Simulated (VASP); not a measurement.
Consider the following.

```yaml
crystal:
  lattice:
    - [0.00000, 2.15213, 2.15213]
    - [2.15213, 0.00000, 2.15213]
    - [2.15213, 2.15213, 0.00000]
  atoms:
    - { symbol: Ti, position: [0.00000, 0.00000, 0.00000] }
    - { symbol: C, position: [0.50000, 0.50000, 0.50000] }
```

These are PBE GGA with D3 dispersion (zero damping), VASP's PBE PAW potentials (set 64) (plane waves; VASP) values and carry that method's errors. Run with 520 eV cut-off, 16×16×16 Γ-centred mesh, tetrahedra with Blöchl corrections, potentials Ti_sv C.

The job: TiC (rock salt), 2 atoms, PBE-D3 (zero damping), static run, 520 eV, 16×16×16 Γ-centred mesh. Roughly how much core time does it take on a busy server core?

About 50 core-seconds (one run on a shared machine, a rough figure). It had 145 irreducible k-points, 12 bands, up to 548 plane waves and 16 electronic steps.

The compound is TiC in the rock salt structure. It was relaxed first.
